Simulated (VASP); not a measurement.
Output of a VASP run:

### OUTCAR
```
 ion  position               nearest neighbor table
   1  0.000  0.000  0.000-   2 3.13   2 3.13   2 3.13   2 3.13   2 3.13   2 3.13
   2  0.500  0.500  0.500-   1 3.13   1 3.13   1 3.13   1 3.13   1 3.13   1 3.13
  LATTYP: Found a face centered cubic cell.
 ALAT       =     6.2512003240
 Subroutine PRICEL returns:
 Original cell was already a primitive cell.
 Subroutine GETGRP returns: Found 48 space group operations
The static configuration has the point symmetry O_h .
The dynamic configuration has the point symmetry O_h .
 Subroutine INISYM returns: Found 48 space group operations
 Subroutine IBZKPT returns following result:
 Found     29 irreducible k-points:

 Following reciprocal coordinates:
            Coordinates               Weight
  0.000000  0.000000  0.000000      1.000000
  0.125000  0.000000  0.000000      8.000000
  0.250000  0.000000  0.000000      8.000000
  0.375000  0.000000  0.000000      8.000000
  0.500000  0.000000  0.000000      4.000000
  0.125000  0.125000  0.000000      6.000000
  0.250000  0.125000  0.000000     24.000000
  0.375000  0.125000  0.000000     24.000000
  0.500000  0.125000  0.000000     24.000000
 -0.375000  0.125000  0.000000     24.000000
 -0.250000  0.125000  0.000000     24.000000
 -0.125000  0.125000  0.000000     12.000000
  0.250000  0.250000  0.000000      6.000000
  0.375000  0.250000  0.000000     24.000000
  0.500000  0.250000  0.000000     24.000000
 -0.375000  0.250000  0.000000     24.000000
 -0.250000  0.250000  0.000000     12.000000
  0.375000  0.375000  0.000000      6.000000
  0.500000  0.375000  0.000000     24.000000
 -0.375000  0.375000  0.000000     12.000000
  0.500000  0.500000  0.000000      3.000000
  0.375000  0.250000  0.125000     24.000000
  0.500000  0.250000  0.125000     48.000000
 -0.375000  0.250000  0.125000     24.000000
  0.500000  0.375000  0.125000     24.000000
 -0.375000  0.375000  0.125000     48.000000
 -0.250000  0.375000  0.125000     24.000000
 -0.375000  0.500000  0.125000     12.000000
 -0.250000  0.500000  0.250000      6.000000
   k-points           NKPTS =     29   k-points in BZ     NKDIM =     29   number of bands    NBANDS=     12
   number of dos      NEDOS =    301   number of ions     NIONS =      2
   total plane-waves  NPLWV =  32768
   dimension x,y,z NGX =    32 NGY =   32 NGZ =   32
   dimension x,y,z NGXF=    64 NGYF=   64 NGZF=   64
   ions per type =               1   1
   PREC   = accura    normal or accurate (medium, high low for compatibility)
   ISTART =      0    job   : 0-new  1-cont  2-samecut
   ICHARG =      2    charge: 1-file 2-atom 10-const
   ISPIN  =      1    spin polarized calculation?
   LNONCOLLINEAR =      F non collinear calculations
   LSORBIT =      F    spin-orbit coupling
   INIWAV =      1    electr: 0-lowe 1-rand  2-diag
   ENCUT  =  480.0 eV  35.28 Ry    5.94 a.u.   7.90  7.90  7.90*2*pi/ulx,y,z
   NELM   =    100;   NELMIN=  2; NELMDL= -5     # of ELM steps
   EDIFF  = 0.1E-06   stopping-criterion for ELM
   LREAL  =      F    real-space projection
   NLSPLINE    = F    spline interpolate recip. space projectors
   LMAXMIX     =    2 max onsite mixed and CHGCAR
   VOSKOWN=      0    Vosko Wilk Nusair interpolation
   EDIFFG = 0.1E-05   stopping-criterion for IOM
   NSW    =      0    number of steps for IOM
   NBLOCK =      1;   KBLOCK =      1    inner block; outer block
   IBRION =     -1    ionic relax: 0-MD 1-quasi-New 2-CG
   NFREE  =      0    steps in history (QN), initial steepest desc. (CG)
   ISIF   =      2    stress and relaxation
   ISYM   =      2    0-nonsym 1-usesym 2-fastsym
   TEIN   =    0.0    initial temperature
   TEBEG  =    0.0;   TEEND  =   0.0 temperature during run
   SMASS  =  -3.00    Nose mass-parameter (am)
   PSTRESS=    0.0 pullay stress
   NELECT =      16.0000    total number of electrons
   EFERMI =   0.00;   METHOD = LEGACY
   ISMEAR =     0;   SIGMA  =   0.05  broadening in eV -4-tet -1-fermi 0-gaus
   IALGO  =     38    algorithm
...
```

File OSZICAR:
```
       N       E                     dE             d eps       ncg     rms          rms(c)
DAV:   1     0.103281609811E+03    0.10328E+03   -0.69945E+03   696   0.112E+03
DAV:   2    -0.101662585533E+01   -0.10430E+03   -0.97191E+02   928   0.267E+02
DAV:   3    -0.708413077944E+01   -0.60675E+01   -0.60378E+01   896   0.601E+01
DAV:   4    -0.726653396622E+01   -0.18240E+00   -0.18223E+00  1188   0.993E+00
DAV:   5    -0.726821432360E+01   -0.16804E-02   -0.16803E-02   912   0.901E-01    0.333E+00
DAV:   6    -0.702547356586E+01    0.24274E+00   -0.45756E-01   836   0.395E+00    0.273E+00
DAV:   7    -0.701197646575E+01    0.13497E-01   -0.10800E-01   888   0.209E+00    0.157E+00
DAV:   8    -0.702199890476E+01   -0.10022E-01   -0.18008E-02   956   0.117E+00    0.188E-01
DAV:   9    -0.702256168004E+01   -0.56278E-03   -0.10469E-03   912   0.221E-01    0.959E-02
DAV:  10    -0.702313847893E+01   -0.57680E-03   -0.52900E-04   784   0.183E-01    0.156E-02
DAV:  11    -0.702315556544E+01   -0.17087E-04   -0.20920E-05   924   0.362E-02    0.103E-02
DAV:  12    -0.702315908485E+01   -0.35194E-05   -0.76180E-06   848   0.195E-02    0.493E-03
DAV:  13    -0.702315906033E+01    0.24522E-07   -0.10630E-06   924   0.818E-03    0.200E-03
DAV:  14    -0.702315912640E+01   -0.66067E-07   -0.97174E-08   660   0.256E-03
   1 F= -.70231591E+01 E0= -.70231591E+01  d E =-.975459E-16
```

### OUTCAR
```
------------------------ aborting loop because EDIFF is reached ----------------------------------------
  FORCE on cell =-STRESS in cart. coord.  units (eV):
  Direction    XX          YY          ZZ          XY          YZ          ZX
  --------------------------------------------------------------------------------------
  Total       -0.0125310     -0.0125310     -0.0125310     -0.0000000     -0.0000000      0.0000000
  in kB       -0.3287505     -0.3287505     -0.3287505     -0.0000000     -0.0000000      0.0000000
  external PRESSURE =      -0.3287505 kB  Pullay stress =       0.0000000 kB
  volume of cell :       61.07
      direct lattice vectors                 reciprocal lattice vectors
     0.000000000  3.125600162  3.125600162    -0.159969278  0.159969278  0.159969278
     3.125600162  0.000000000  3.125600162     0.159969278 -0.159969278  0.159969278
     3.125600162  3.125600162  0.000000000     0.159969278  0.159969278 -0.159969278
  FREE ENERGIE OF THE ION-ELECTRON SYSTEM (eV)
  ---------------------------------------------------
  free  energy   TOTEN  =        -7.0231591264 eV

  energy  without entropy=       -7.0231591264  energy(sigma->0) =       -7.02315913
```
(Selected blocks of OUTCAR.)

**POSCAR**
```
KCl
1
    0.0000000000     3.1256001620     3.1256001620
    3.1256001620    -0.0000000000     3.1256001620
    3.1256001620     3.1256001620    -0.0000000000
K Cl
1 1
Direct
  0.0000000000   0.0000000000   0.0000000000
  0.5000000000   0.5000000000   0.5000000000
```

**Question.** Write an INCAR and KPOINTS that could have produced this output.

**Answer.** This is not unique; one that fits is the input of the run itself, PBEsol GGA, plane waves, VASP's PBE PAW potentials (set 64).

KPOINTS:
```
K-points
0
Gamma
 8 8 8
```

**INCAR**
```
SYSTEM = KCl
PREC = Accurate; ENCUT = 480; LREAL = F
LASPH = T
EDIFF = 1E-7; NELM = 100; ALGO = Normal
ISMEAR = 0; SIGMA = 0.05
GGA = PS
ISIF = 2
LWAVE = F; LCHARG = F
```

POTCAR, in this order: K_sv Cl (PBE.64 set). Program: vasp_std.

The compound is KCl in the rock salt structure. It was relaxed first.
